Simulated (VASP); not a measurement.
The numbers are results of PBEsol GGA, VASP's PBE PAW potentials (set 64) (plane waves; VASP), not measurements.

Input for VASP

**POSCAR**
```
LiCl
1
    0.0000000000     2.5308879788     2.5308879788
    2.5308879788     0.0000000000     2.5308879788
    2.5308879788     2.5308879788     0.0000000000
Li Cl
1 1
Direct
  0.0000000000   0.0000000000   0.0000000000
  0.5000000000   0.5000000000   0.5000000000
```

INCAR:
```
! general
SYSTEM  =  LiCl
PREC    =  Accurate
ENCUT   =  620
LREAL   =  F   ! projection in real space or not
LASPH   =  T   ! aspherical one-centre terms

! electronic loop
EDIFF   =  1E-6   ! SCF stop (eV)
NELM    =  100
ALGO    =  Normal   ! blocked Davidson

! smearing
ISMEAR  =  0
SIGMA   =  0.05   ! width (eV)

! functional
GGA     =  PS

! ions
IBRION  =  2   ! conjugate gradients
NSW     =  40
ISIF    =  3
EDIFFG  =  -0.02   ! ionic stop

! output
LWAVE   =  F
LCHARG  =  F
```

File KPOINTS:
```
Automatic mesh
0
Gamma
9 9 9
0 0 0
```

POTCAR, in this order: Li_sv Cl (PBE.64 set). Program: vasp_std.

Output

### OSZICAR
```
       N       E                     dE             d eps       ncg     rms          rms(c)
DAV:   1     0.455077010879E+02    0.45508E+02   -0.46641E+03   630   0.114E+03
DAV:   2    -0.573493227412E+01   -0.51243E+02   -0.49327E+02   876   0.170E+02
DAV:   3    -0.763382770871E+01   -0.18989E+01   -0.18933E+01   769   0.397E+01
DAV:   4    -0.769135909486E+01   -0.57531E-01   -0.57454E-01   980   0.634E+00
DAV:   5    -0.769178835347E+01   -0.42926E-03   -0.42922E-03   814   0.575E-01    0.234E+00
DAV:   6    -0.763961008540E+01    0.52178E-01   -0.11798E-01   734   0.199E+00    0.159E+00
DAV:   7    -0.763749233024E+01    0.21178E-02   -0.39851E-02   928   0.131E+00    0.752E-01
DAV:   8    -0.763930113795E+01   -0.18088E-02   -0.54571E-03   833   0.614E-01    0.105E-01
DAV:   9    -0.763929095267E+01    0.10185E-04   -0.15159E-04   825   0.114E-01    0.313E-02
DAV:  10    -0.763931940138E+01   -0.28449E-04   -0.42769E-05   725   0.618E-02    0.145E-02
DAV:  11    -0.763932073087E+01   -0.13295E-05   -0.38582E-06   820   0.176E-02    0.718E-03
DAV:  12    -0.763932066648E+01    0.64393E-07   -0.49388E-07   381   0.657E-03
   1 F= -.76393207E+01 E0= -.76393207E+01  d E =-.763932E+01
```

### OUTCAR
```
------------------------ aborting loop because EDIFF is reached ----------------------------------------
  FORCE on cell =-STRESS in cart. coord.  units (eV):
  Direction    XX          YY          ZZ          XY          YZ          ZX
  --------------------------------------------------------------------------------------
  Total       -0.0051971     -0.0051971     -0.0051971      0.0000000      0.0000000      0.0000000
  in kB       -0.2568172     -0.2568172     -0.2568172      0.0000000      0.0000000      0.0000000
  external PRESSURE =      -0.2568172 kB  Pullay stress =       0.0000000 kB
  volume of cell :       32.42
      direct lattice vectors                 reciprocal lattice vectors
     0.000000000  2.530887979  2.530887979    -0.197559119  0.197559119  0.197559119
     2.530887979  0.000000000  2.530887979     0.197559119 -0.197559119  0.197559119
     2.530887979  2.530887979  0.000000000     0.197559119  0.197559119 -0.197559119
  FREE ENERGIE OF THE ION-ELECTRON SYSTEM (eV)
  ---------------------------------------------------
  free  energy   TOTEN  =        -7.6393206665 eV

  energy  without entropy=       -7.6393206665  energy(sigma->0) =       -7.63932067

 reached required accuracy - stopping structural energy minimisation
```
(Selected blocks of OUTCAR.)

The compound is LiCl in the rock salt structure. It was relaxed first.
